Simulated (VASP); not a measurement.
A convergence study with VASP on BN (zinc blende): one setting is varied, all else stays as given below, so the limit is that of these other settings. Each run relaxes cell and ions from the cell shown. The basis is that of the starting cell, so low cut-offs carry a Pulay error.

```
BN
1.0
    0.00000     1.80750     1.80750
    1.80750     0.00000     1.80750
    1.80750     1.80750     0.00000
B N
1 1
Direct
  0.00000   0.00000   0.00000
  0.25000   0.25000   0.25000
```

Computed with PBE GGA, VASP's PBE PAW potentials (set 64) (plane waves; VASP). The tightest run used: 800 eV cut-off, 10×10×10 Γ-centred mesh, Gaussian smearing of 0.050 eV, potentials B N.

Gaps are read on the run's mesh, which can miss a band edge.

Q: The settings run are ENCUT = 250; ENCUT = 300; ENCUT = 350; ENCUT = 400; ENCUT = 450; ENCUT = 500; ENCUT = 550; ENCUT = 600; ENCUT = 650; ENCUT = 700; ENCUT = 750; ENCUT = 800. From which on does the relaxed volume stay within 0.02 Å³/atom of the tightest run?

A: From ENCUT = 500 on: it is off by 0.001 there and by no more than 0.02 in any finer run, while ENCUT = 450 is off by 0.021.
| setting | relaxed volume (Å³/atom) | E (eV/atom) | gap on the mesh (eV) | plane waves | difference judged (Å³/atom) |
|---|---|---|---|---|---|
| ENCUT = 250 | 5.241 | -8.9201 | 4.495 | 115 | 0.716 |
| ENCUT = 300 | 5.542 | -8.7717 | 4.423 | 150 | 0.415 |
| ENCUT = 350 | 5.726 | -8.7162 | 4.465 | 190 | 0.231 |
| ENCUT = 400 | 5.863 | -8.7237 | 4.424 | 228 | 0.094 |
| ENCUT = 450 | 5.935 | -8.7266 | 4.452 | 271 | 0.021 |
| ENCUT = 500 | 5.956 | -8.7255 | 4.450 | 311 | 0.001 |
| ENCUT = 550 | 5.955 | -8.7258 | 4.450 | 359 | 0.001 |
| ENCUT = 600 | 5.952 | -8.7271 | 4.451 | 411 | 0.005 |
| ENCUT = 650 | 5.951 | -8.7282 | 4.451 | 459 | 0.005 |
| ENCUT = 700 | 5.952 | -8.7290 | 4.450 | 531 | 0.004 |
| ENCUT = 750 | 5.955 | -8.7295 | 4.449 | 568 | 0.002 |
| ENCUT = 800 | 5.957 | -8.7298 | 4.449 | 620 | 0.000 |

Left out are rungs that failed or repeat a setting and relaxations that didn't move; long series are thinned to 24 rows.

The compound is BN in the zinc blende structure.
